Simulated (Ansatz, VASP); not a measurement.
# GaN: VASP beside Ansatz

Wanted: the spread between two codes on one cell, functional and k mesh. The structure shown is the end of the Ansatz relaxation below.

Program: Ansatz 0.2.0. Level of theory: plane waves, with VASP 6.6.1 beside it; single point at LDA. Results are calculated unless marked as measured.

### 1. Set-up

It takes space group P6_3mc (No. 186, hexagonal). Conventional cell: a = 3.141 Å, b = 3.141 Å, c = 5.121 Å, α = 90.00°, β = 90.00°, γ = 120.00°. N has 4 Ga at 1.92 to 1.93 Å nearest. Nearest to Ga lie 4 N at 1.92 to 1.93 Å. Farther neighbours and most contacts between anions are not listed.

Structure file:

```cif
data_structure
_symmetry_space_group_name_H-M 'P 1'
_symmetry_Int_Tables_number 1
_cell_length_a 3.1410
_cell_length_b 3.1410
_cell_length_c 5.1213
_cell_angle_alpha 90.000
_cell_angle_beta 90.000
_cell_angle_gamma 120.000
_cell_volume 43.76
loop_
_atom_site_label
_atom_site_type_symbol
_atom_site_fract_x
_atom_site_fract_y
_atom_site_fract_z
_atom_site_occupancy
N1 N 0.33333 0.66667 0.37567 1
N2 N 0.66667 0.33333 0.87567 1
Ga3 Ga 0.33333 0.66667 0.99933 1
Ga4 Ga 0.66667 0.33333 0.49933 1
```

### 2. Ansatz: relaxation, LDA

Ansatz runs on its PAW soft_1 files.

This run makes the geometry at which the two programs are then compared.

The input, input.yaml:

```yaml
crystal:
  lattice:
    - [3.139999133, 0.0, 0.0]
    - [-1.5699995665, 2.719319017, 0.0]
    - [0.0, 0.0, 5.1247388473]
  atoms:
    - { symbol: "N", position: [0.3333333333, 0.6666666667, 0.3754141458] }
    - { symbol: "N", position: [0.6666666667, 0.3333333333, 0.8754141458] }
    - { symbol: Ga, position: [0.3333333333, 0.6666666667, -0.0004141458] }
    - { symbol: Ga, position: [0.6666666667, 0.3333333333, 0.4995858542] }
kpoints:
  mp_grid: { grid: [15, 15, 8] }
hamiltonian:
  xc: lda
  pseudopotentials: { kind: paw, azcp: { folder: soft_1 }, xc_functional: pbe }
scf:
  occupations: { method: fixed }
output:
  forces: true
  stress: true
  eigenvalues: true
relax:
  adjacent_minimum: "off"
  f_tol: 0.001
  max_steps: 60
  cell: { stress_tol: 0.01, fix: [volume] }
```

The run is started by

```
$ ansatz run input.yaml --threads 8 --pin off --max-ram 16384MiB --backend cpu --events-out ev --progress --plain --runs-dir out
```

Numbers of over 12 decimals in the logs are rounded to 6 here.

Output:

```text
Engine: ansatz 0.2.0, aarch64-unknown-linux-gnu
Pseudopotentials: kind: paw
Pseudopotential: N, paw, valence charge 5, recommended cutoff 420 eV (normal), soft_1/N.paw.azcp
Pseudopotential: Ga, paw, valence charge 13, recommended cutoff 420 eV (normal), soft_1/Ga.paw.azcp
Functional definition: SPW92
  exchange = slater_x
  correlation = pw_c
Crystal: 4 atoms, lattice volume = 43.758 Å³
Basis set: ecut = 420 eV, 845 PW (Γ)
Bands: 22, of which v1, the nominal top of the filled ones, is band 18 counted from 1 (17 counted from 0)
Symmetry: 12 space group operations
Space group: P63mc (ITA 186), of the structure as read, at distance tolerance 3.5e-5 Å
k-points: 135 of 1800 (time reversal used)
Non-local potential: N, projectors of the file, l = 0: 2, l = 1: 2, l = 2: 1
Non-local potential: Ga, projectors of the file, l = 0: 2, l = 1: 2, l = 2: 3, l = 3: 1
PAW form: soft (Blöchl's): semilocal exchange-correlation on the pseudo side does not see the compensation charge
PAW frozen core: N, regenerated for the run's functional, and the local potential with it (the file was generated under x = pbe(κ = 0.804, μ = 0.219515), c = pbe(β = 0.066725))
PAW frozen core: Ga, regenerated for the run's functional, and the local potential with it (the file was generated under x = pbe(κ = 0.804, μ = 0.219515), c = pbe(β = 0.066725))
PAW one-centre angular grid: N, 110 points (default); XC on 64 Gauss nodes
PAW one-centre angular grid: Ga, 590 points (default); XC on 64 Gauss nodes
Initial density: superposition of atomic densities (chi_scale 0.1, normalization cell, long waves kept (reshape's long-wave potential 0.00 eV rms))
Initial wavefunctions: pseudopotential atomic-orbital guess
Functional: x = slater, c = lda
SCF iter   1: F=—  HF=-8165.530569 eV  |F-HF|=—  |Δ(HF+E_count)|=         —  Δρ=1.09e-1  dr2=4.56e0  ethr=3.10e-3  ⟨swp⟩=4.0  Hψ=10509  notcnv=0  defer=29
preconditioner: auto → Resta (q_TF=auto, 2.641 Å⁻¹)  ε∞=4.9  [insulator: Δε(μ)=3.075 eV  Ē_g=17.140 eV  n_scr=22 (ndim 8)  ℏωp=33.7 eV  f_vac=0.000  ε∞_Penn≈4.9]
SCF iter   2: F=—  HF=-8164.355467 eV  |F-HF|=—  |Δ(HF+E_count)|=    1.18e0  Δρ=4.55e-2  dr2=5.05e-1  ethr=3.10e-3  ⟨swp⟩=2.0  Hψ=6685  notcnv=0  defer=89
SCF iter   3: F=—  HF=-8164.229790 eV  |F-HF|=—  |Δ(HF+E_count)|=   1.26e-1  Δρ=1.73e-2  dr2=9.84e-2  ethr=1.40e-3  ⟨swp⟩=2.0  Hψ=3286  notcnv=0  defer=264
SCF iter   4: F=—  HF=-8164.197066 eV  |F-HF|=—  |Δ(HF+E_count)|=   3.27e-2  Δρ=2.87e-3  dr2=4.34e-3  ethr=2.73e-4  ⟨swp⟩=3.0  Hψ=5641  notcnv=0  defer=264
SCF iter   5: F=—  HF=-8164.194869 eV  |F-HF|=—  |Δ(HF+E_count)|=   2.20e-3  Δρ=2.47e-3  dr2=1.45e-3  ethr=1.21e-5  ⟨swp⟩=2.2  Hψ=5684  notcnv=0  defer=265
SCF iter   6: F=—  HF=-8164.195177 eV  |F-HF|=—  |Δ(HF+E_count)|=   3.09e-4  Δρ=5.26e-4  dr2=9.45e-5  ethr=4.04e-6  ⟨swp⟩=2.0  Hψ=5198  notcnv=0  defer=266
SCF iter   7: F=—  HF=-8164.195178 eV  |F-HF|=—  |Δ(HF+E_count)|=   1.07e-6  Δρ=7.55e-5  dr2=3.06e-6  ethr=2.63e-7  ⟨swp⟩=2.3  Hψ=4872  notcnv=0
SCF iter   8: F=-8164.195179 eV  HF=-8164.195179 eV  |F-HF|=1.51e-8  |Δ(HF+E_count)|=   1.77e-7  Δρ=1.10e-5  dr2=4.27e-8  ethr=2.78e-10  ⟨swp⟩=5.1  Hψ=16812  notcnv=0
SCF 1 converged in 8 iterations: F = -8164.195179 eV  dr2 = 4.27e-8
  greatest PAW one-centre occupation: 0.996 electrons in one spin orbital (limit 2), on the Ga atom at site 3 (counted from 0), in its partial waves of l = 2
relax step   1: F+E_penalty+E_count = -8164.19517852 eV  Δ(F+E_penalty+E_count) = +0.000e0 eV  max|allowed force component| = 2.315e-2 eV/Å  Δτ_max = 0.0000 Å  P = +2.074 GPa  Ω = 43.758 Å³  fix = [volume]  reactions: volume +2.074 GPa  (8 SCF iters, dr2 threshold 1.00e-7 eV, accepted)
[...]
relax step   2: F+E_penalty+E_count = -8164.19522869 eV  Δ(F+E_penalty+E_count) = -5.017e-5 eV  max|allowed force component| = 1.578e-2 eV/Å  Δτ_max = 0.0007 Å  P = +2.077 GPa  Ω = 43.758 Å³  energy of the carried Pulay correction = +1.975e-15 eV  fix = [volume]  reactions: volume +2.077 GPa  (4 SCF iters, dr2 threshold 3.35e-8 eV, accepted)
[...]
relax step   3: F+E_penalty+E_count = -8164.19524801 eV  Δ(F+E_penalty+E_count) = -1.932e-5 eV  max|allowed force component| = 4.185e-4 eV/Å  Δτ_max = 0.0006 Å  P = +2.079 GPa  Ω = 43.758 Å³  energy of the carried Pulay correction = +1.940e-15 eV  fix = [volume]  reactions: volume +2.079 GPa  (3 SCF iters, dr2 threshold 2.82e-8 eV, accepted)
[...]
relax step   4: F+E_penalty+E_count = -8164.19524821 eV  Δ(F+E_penalty+E_count) = -1.943e-7 eV  max|allowed force component| = 4.863e-4 eV/Å  Δτ_max = 0.0000 Å  P = +2.078 GPa  Ω = 43.758 Å³  fix = [volume]  reactions: volume +2.078 GPa  stress off target by 2.19e-3 GPa on what of the cell is left free  SCF on the basis re-selected at this cell (its energy is not comparable with the rows above)  (6 SCF iters)
basis re-selected at this cell: Δ(F+E_penalty+E_count) = -1.943e-7 eV, ΔP = -0.000 GPa vs the last step (what re-selecting the basis moved, of the pressure what is left beyond the Pulay correction that the steps carried, after the strain that the cell walked since its last selection, with what the two solves' SCF thresholds leave and, on support functions, any second-order correction that the steps lacked; it is no m [...]
SCF converged after 6 iterations
Free energy (F): -8164.195248 eV
Harris-Foulkes:  -8164.195248 eV  (|F-HF|=0.00e0)
Internal energy: -8164.195248 eV  (E = F + TS)
E sigma→0 (E₀):  -8164.195248 eV
Fermi energy:    9.986959 eV
--- Per-component energies (eV) ---
  E_band       = -4.234814
  E_kinetic    = 484.620144
  E_local      = -2771.290049  (includes V_loc(G=0)·N_el)
  E_nonlocal   = -103.366411
  E_hartree    = 1764.725980
  E_xc         = -244.009868
  E_vxc        = -263.295628  (∫ρ·V_xc dr)
  E_paw        = -4079.031860  (= ΣΔE_a)
  E_vpaw       = -880.356019  (= ΣTr[D̂ρ^β])
  E_aug_tail   = 0.001175  (compensation charges beyond the density's cutoff)
  E_ewald      = -3219.461412
  E_core_change = 3.617051  (= ΣΔE_core)
  E_smearing   = -0.000000  (= −TS)
  E_closure    = -0.000000  (closes the sum)
  Σ components = -8164.195248   (vs F -8164.195248, Δ=0.00e0)
--- Forces (eV/Å), atoms counted from 1 ---
  atom   1  N      0.00000000     0.00000000     0.00048576
  atom   2  N     -0.00000000     0.00000000     0.00048576
  atom   3  Ga    -0.00000000     0.00000000    -0.00048687
  atom   4  Ga     0.00000000    -0.00000000    -0.00048687
  max |Σ_I F_I| component: 2.21e-6 eV/Å
--- Stress (GPa, compression-positive) ---
        2.077141       0.000000      -0.000000
        0.000000       2.077141       0.000000
       -0.000000       0.000000       2.080418
  P = ⅓ Tr σ = 2.0782 GPa (20.782 kbar)
--- Band table (eV; the first three rows and the last of 135) ---
  k-point 0: bands = [... 14 lower, 8.8895, 9.9315, 9.9870, 9.9870, 12.1890, 14.4309, 19.2611, 19.9607]
  k-point 1: bands = [... 14 lower, 8.9293, 9.4462, 9.9431, 9.9431, 12.5931, 14.4639, 19.1477, 19.9772]
  k-point 2: bands = [... 14 lower, 9.0434, 9.0434, 9.8196, 9.8196, 13.3355, 14.5420, 18.8647, 19.5779]
  k-point 134: bands = [... 14 lower, 5.5144, 5.5144, 8.4009, 8.4009, 16.5364, 16.5364, 17.2678, 17.2678]
--- Relaxed structure (3 steps of the walk, 3 accepted, 1 SCFs on fresh bases) ---
  F+E_penalty+E_count = -8164.19524821 eV   max|allowed force component| = 4.863e-4 eV/Å   (the final SCF, on the basis selected at the relaxed cell)
  cell:  # Å, volume = 43.7584 Å³
    - [3.141039, 0, 0]
    - [-1.570520, 2.720220, 0]
    - [0, 0, 5.121346]
  atoms:
    - { symbol: N, position: [0.333333, 0.666667, 0.375672] }
    - { symbol: N, position: [0.666667, 0.333333, 0.875672] }
    - { symbol: Ga, position: [0.333333, 0.666667, -0.000672493] }
    - { symbol: Ga, position: [0.666667, 0.333333, 0.499328] }
```

Reading the cycles: dr2 is the Hartree energy of the density residual (eV), the measure of convergence; HF is the Harris–Foulkes estimate of the energy, which meets the free energy F at convergence.

### 3. VASP: single point, LDA, pair 1

The same cell, functional (in two slightly different forms) and mesh now go to VASP, with its own data sets.

Lines of VASP's logs that name or quote its potential files are left out, and so is its time.

The input, INCAR:

```
SYSTEM = GaN
PREC = Accurate
ENCUT = 600
EDIFF = 1E-06
NELM = 120
ISMEAR = 0
SIGMA = 0.01
LREAL = .FALSE.
ALGO = Normal
GGA = PW92
NBANDS = 24
LORBIT = 11
LWAVE = .FALSE.
LCHARG = .FALSE.
ISIF = 2
LASPH = .TRUE.
GGA_COMPAT = .FALSE.
EFERMI = MIDGAP
KPAR = 2
```

The input, POSCAR:

```
GaN
1.0
    3.1410392122      0.0000000000      0.0000000000
   -1.5705196061      2.7202197520      0.0000000000
    0.0000000000      0.0000000000      5.1213455425
N Ga
2 2
Direct
    0.3333333334      0.6666666668      0.3756724925
    0.6666666668      0.3333333334      0.8756724925
    0.3333333334      0.6666666668      0.9993275075
    0.6666666668      0.3333333334      0.4993275075
```

The input, KPOINTS:

```
Automatic mesh
0
Gamma
15 15 8
0 0 0
```

PAW data sets: N and Ga_d (LDA family, release 64).

The run is started by

```
$ mpirun -np 2 vasp_std
```

Output:

```text
[banner, memory and clock lines left out]
running    2 mpi-ranks, on    1 nodes
 distrk:  each k-point on    1 cores,    2 groups
 distr:  one band on    1 cores,    1 groups

 POSCAR found type information on POSCAR N Ga
 POSCAR found :  2 types and       4 ions
|                                                                             |
|               ----> ADVICE to this user running VASP <----                  |
|                                                                             |
|     You enforced a specific xc type in the INCAR file but a different       |
|     [... a line on the potential file left out ...]
|     I HOPE YOU KNOW WHAT YOU ARE DOING!                                     |
|                                                                             |

 LDA part: xc-table for (Slater(with rela. corr.)+PW92), standard interpolation
 POSCAR, INCAR and KPOINTS ok, starting setup
 FFT: planning ... GRIDC
 FFT: planning ... GRID_SOFT
 FFT: planning ... GRID
 WAVECAR not read
 entering main loop
       N       E                     dE             d eps       ncg     rms          rms(c)
DAV:   1     0.284583266011E+03    0.28458E+03   -0.19750E+04  7056   0.309E+03
DAV:   2     0.220577478657E+01   -0.28238E+03   -0.27001E+03  7200   0.549E+02
DAV:   3    -0.311822114453E+02   -0.33388E+02   -0.33112E+02  7720   0.149E+02
DAV:   4    -0.321374019980E+02   -0.95519E+00   -0.95352E+00  8024   0.278E+01
DAV:   5    -0.321547014743E+02   -0.17299E-01   -0.17294E-01  7776   0.342E+00    0.109E+01
DAV:   6    -0.279405333419E+02    0.42142E+01   -0.12890E+01 11232   0.559E+01    0.311E+00
DAV:   7    -0.279819898126E+02   -0.41456E-01   -0.14442E+00  7064   0.913E+00    0.259E+00
DAV:   8    -0.279428331731E+02    0.39157E-01   -0.27368E-01 10976   0.639E+00    0.106E+00
DAV:   9    -0.279204263677E+02    0.22407E-01   -0.85836E-02 10960   0.478E+00    0.304E-01
DAV:  10    -0.279212267737E+02   -0.80041E-03   -0.52541E-03  7384   0.611E-01    0.115E-01
DAV:  11    -0.279209646460E+02    0.26213E-03   -0.13356E-03 10400   0.667E-01    0.340E-02
DAV:  12    -0.279209769438E+02   -0.12298E-04   -0.13896E-04  6888   0.803E-02    0.374E-02
DAV:  13    -0.279209827857E+02   -0.58419E-05   -0.39634E-06  8560   0.223E-02    0.468E-02
DAV:  14    -0.279209720699E+02    0.10716E-04   -0.13850E-04 10248   0.136E-01    0.281E-02
DAV:  15    -0.279209710153E+02    0.10546E-05   -0.11892E-05  7064   0.260E-02    0.268E-02
DAV:  16    -0.279209690734E+02    0.19418E-05   -0.14111E-06  4488   0.135E-02    0.195E-02
DAV:  17    -0.279209674409E+02    0.16325E-05   -0.34008E-06  6152   0.140E-02    0.839E-03
DAV:  18    -0.279209671376E+02    0.30331E-06   -0.13243E-06  4552   0.896E-03
   1 F= -.27920967E+02 E0= -.27920967E+02  d E =0.000000E+00
```

From OUTCAR (step 3):

```text
ion  position               nearest neighbor table
   1  0.333  0.667  0.376-   4 1.92   4 1.92   4 1.92   3 1.93
   2  0.667  0.333  0.876-   3 1.92   3 1.92   3 1.92   4 1.93
   3  0.333  0.667  0.999-   2 1.92   2 1.92   2 1.92   1 1.93
   4  0.667  0.333  0.499-   1 1.92   1 1.92   1 1.92   2 1.93

  LATTYP: Found a hexagonal cell.
 ALAT       =     3.1410392122
 C/A-ratio  =     1.6304621485

 Subroutine GETGRP returns: Found 12 space group operations
 (whereof  6 operations were pure point group operations)

The static configuration has the point symmetry C_3v.
 The point group associated with its full space group is C_6v.

 Found    135 irreducible k-points:

   k-points           NKPTS =    135   k-points in BZ     NKDIM =    135   number of bands    NBANDS=     24

   dimension x,y,z NGX =    28 NGY =   28 NGZ =   42
   dimension x,y,z NGXF=    56 NGYF=   56 NGZF=   84

   ENCUT  =  600.0 eV  44.10 Ry    6.64 a.u.   6.27  6.27 10.23*2*pi/ulx,y,z

   NELECT =      36.0000    total number of electrons

 k-points in reciprocal lattice and weights: Automatic mesh
   0.00000000  0.00000000  0.00000000       0.001
   0.06666667  0.00000000  0.00000000       0.003
   0.13333333  0.00000000  0.00000000       0.003
   0.20000000  0.00000000  0.00000000       0.003
   0.26666667  0.00000000  0.00000000       0.003
   0.33333333  0.00000000  0.00000000       0.003
   0.40000000  0.00000000  0.00000000       0.003
   0.46666667  0.00000000  0.00000000       0.003
   0.06666667  0.06666667  0.00000000       0.003
[...]
0.33333333  0.26666667  0.50000000       0.007
   0.33333333  0.33333333  0.50000000       0.001

 average (electrostatic) potential at core
       1 -61.5104       2 -61.5104       3 -64.2528       4 -64.2528

 E-fermi :   6.6648

 k-point     1 :       0.0000    0.0000    0.0000
  band No.  band energies     occupation
    ...
     14       4.4599      2.00000
     15       4.4599      2.00000
     16       5.5006      2.00000
     17       5.5568      2.00000
     18       5.5568      2.00000
     19       7.7727      0.00000
     20      10.0120      0.00000
     21      14.8324      0.00000
     22      15.5224      0.00000
     23      15.5224      0.00000
    ...

 k-point     2 :       0.0667    0.0000    0.0000
  band No.  band energies     occupation
    ...
     14       4.1079      2.00000
     15       4.3581      2.00000
     16       5.1456      2.00000
     17       5.4553      2.00000
     18       5.5145      2.00000
     19       8.1429      0.00000
     20      10.3057      0.00000
     21      14.7173      0.00000
     22      15.1588      0.00000
     23      15.6481      0.00000
    ...

 k-point     3 :       0.1333    0.0000    0.0000
  band No.  band energies     occupation
    ...
     14       3.2382      2.00000
     15       4.0890      2.00000
     16       4.3149      2.00000
     17       5.3103      2.00000
     18       5.3885      2.00000
     19       8.8528      0.00000
     20      10.9622      0.00000
     21      14.1300      0.00000
     22      14.7096      0.00000
     23      15.9642      0.00000
    ...

  Total        0.7967573      0.7967573      0.7909731      0.0000000      0.0000000      0.0000000
  in kB       29.1726039     29.1726039     28.9608197      0.0000000      0.0000000      0.0000000
  external PRESSURE =      29.1020092 kB  Pullay stress =       0.0000000 kB

  energy-cutoff  :      600.00
  volume of cell :       43.76
      direct lattice vectors                 reciprocal lattice vectors
     3.141039212  0.000000000  0.000000000     0.318365971  0.183808679  0.000000000
    -1.570519606  2.720219752  0.000000000     0.000000000  0.367617359  0.000000000
     0.000000000  0.000000000  5.121345543     0.000000000  0.000000000  0.195261185

 POSITION                                       TOTAL-FORCE (eV/Angst)
 -----------------------------------------------------------------------------------
      0.00000      1.81348      1.92395        -0.000000     -0.000000     -0.000436
      1.57052      0.90674      4.48462        -0.000000      0.000000     -0.000436
      0.00000      1.81348      5.11790         0.000000     -0.000000      0.000436
      1.57052      0.90674      2.55723        -0.000000     -0.000000      0.000436
 -----------------------------------------------------------------------------------
    total drift:                               -0.000000     -0.000001     -0.000146

  FREE ENERGIE OF THE ION-ELECTRON SYSTEM (eV)
  ---------------------------------------------------
  free  energy   TOTEN  =       -27.9209671376 eV

  energy  without entropy=      -27.9209671376  energy(sigma->0) =      -27.92096714

 total charge
# of ion       s       p       d       tot
------------------------------------------
    1        1.206   2.523   0.000   3.729
    2        1.206   2.523   0.000   3.729
    3        0.804   0.962  10.206  11.972
    4        0.804   0.962  10.206  11.972
--------------------------------------------------
tot          4.021   6.969  20.411  31.401

[... 3 further parts left out ...]
```

The run ends at a pressure of 2.91 GPa, with forces up to 4.4e-4 eV/Å.

### 4. Differences

Known differences besides the potentials themselves: fixed occupations in Ansatz, narrow Gaussian smearing in VASP; the cutoff is 420 eV in Ansatz and 600 eV in VASP; VASP's log shows a relativistic correction to its local exchange, Ansatz's none; Ansatz's pressure holds a Pulay correction, VASP's none. Total energies have different zeros and are not compared.

Compared:

```
              quantity  Ansatz   VASP  difference
        pressure (GPa)    2.08   2.91       -0.83
gap on the k mesh (eV)   2.202  2.216      -0.014
```

A gap on the mesh is an upper bound, since the band edges may lie between its points.

### 5. Ansatz: relaxation, LDA

This run makes the geometry at which the two programs are then compared. The cell compared in this pair holds 39.78 Å³, against 43.76 Å³ for the pair before.

The structure compared here is the end of the Ansatz relaxation.

input.yaml, the sections that differ from step 2:

```yaml
crystal:
  lattice:
    - [3.042139383, 0.0, 0.0]
    - [-1.5210696915, 2.6345699876, 0.0]
    - [0.0, 0.0, 4.9634070504]
  atoms:
    - { symbol: "N", position: [0.3333333333, 0.6666666667, 0.3754866682] }
    - { symbol: "N", position: [0.6666666667, 0.3333333333, 0.8754866682] }
    - { symbol: Ga, position: [0.3333333333, 0.6666666667, -0.0004866682] }
    - { symbol: Ga, position: [0.6666666667, 0.3333333333, 0.4995133318] }
# kpoints, hamiltonian, scf, output, relax: as in step 2
```

The run is started by

```
$ ansatz run input.yaml --threads 8 --pin off --max-ram 16384MiB --backend cpu --events-out ev --progress --plain --runs-dir out
```

Output:

```text
[...]
Crystal: 4 atoms, lattice volume = 39.780 Å³
Basis set: ecut = 420 eV, 785 PW (Γ)
Bands: 22, of which v1, the nominal top of the filled ones, is band 18 counted from 1 (17 counted from 0)
Symmetry: 12 space group operations
[...]
k-points: 135 of 1800 (time reversal used)
[...]
--- Relaxed structure (4 steps of the walk, 4 accepted, 1 SCFs on fresh bases) ---
[...]
cell:  # Å, volume = 39.7804 Å³
    - [3.041809, 0, 0]
    - [-1.520905, 2.634284, 0]
    - [0, 0, 4.964485]
  atoms:
    - { symbol: N, position: [0.333333, 0.666667, 0.375414] }
    - { symbol: N, position: [0.666667, 0.333333, 0.875414] }
    - { symbol: Ga, position: [0.333333, 0.666667, -0.000414146] }
    - { symbol: Ga, position: [0.666667, 0.333333, 0.499586] }
[key lines of the parts left out:]
SCF converged after 4 iterations
Free energy (F): -8163.861358 eV
Fermi energy:    11.586962 eV
P = ⅓ Tr σ = 26.8031 GPa (268.031 kbar)
```

(Continued in part 2 of 2.)

[Lines on the potential files, build, host, timing and source positions are cut from VASP's logs without a mark.]

[Logs are printed without paths, hosts, clocks, repeated set-up lines and the standing remarks that a program may print on its own settings, such as how far it seeks lower states.]

[Hosts, paths, dates, database ids (printed as entryN), source tags and the programs' standing remarks are cut or masked in the printed files.]
